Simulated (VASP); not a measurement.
```
CELL_PARAMETERS angstrom
      4.39226     0.00000     0.00000
      0.00000     4.39226     0.00000
      0.00000     0.00000     2.89348
ATOMIC_POSITIONS crystal
  Cr 0.00000 0.00000 0.00000
  Cr 0.50000 0.50000 0.50000
  O  0.30343 0.30343 0.00000
  O  0.80343 0.19657 0.50000
  O  0.19657 0.80343 0.50000
  O  0.69657 0.69657 0.00000
```
Starting moments (μB, in the order of the record's atoms Cr Cr O O O O): 2.5 2.5 0.0 0.0 0.0 0.0.

Computed with optB88-vdW, VASP's PBE PAW potentials (set 64) (plane waves; VASP). Settings: 520 eV cut-off, 6×6×10 Γ-centred mesh, first-order Methfessel-Paxton smearing of 0.10 eV, potentials Cr_pv O.

Energy and stress use the plane-wave basis of the starting cell. The moments were started parallel, and other spin orders were not tried in this run.

Task: The ions, cell shape and volume are relaxed. What does this cell relax into?

Result: 
```
CELL_PARAMETERS angstrom
      4.42670     0.00000     0.00000
      0.00000     4.42670     0.00000
      0.00000     0.00000     2.92186
ATOMIC_POSITIONS crystal
  Cr 0.00000 0.00000 0.00000
  Cr 0.50000 0.50000 0.50000
  O  0.30295 0.30295 0.00000
  O  0.80295 0.19705 0.50000
  O  0.19705 0.80295 0.50000
  O  0.69705 0.69705 0.00000
```
Space group P4_2/mnm (136), at a tolerance of 0.03 Å. The cell ends with 4.00 μB, on the sites 2.07 2.07 -0.06 -0.06 -0.06 -0.06 μB.

Task: How do energy and volume change from the first to the last step?

Result: The energy (σ→0) changes by -5.2 meV/atom and the volume by +2.6 %, in 3 ionic steps.

| step | E(σ→0) (eV) | max force (eV/Å) | pressure (GPa) | volume (Å³) |
|---|---|---|---|---|
| 1 | -38.3095 | 0.138 | 7.00 | 55.82 |
| 2 | -38.2892 | 0.164 | -8.08 | 59.17 |
| 3 | -38.3409 | 0.011 | -0.02 | 57.26 |

The compound is CrO2 in the rutile structure. This run relaxes it. Symmetry was kept, so distortions that lower it aren't found.
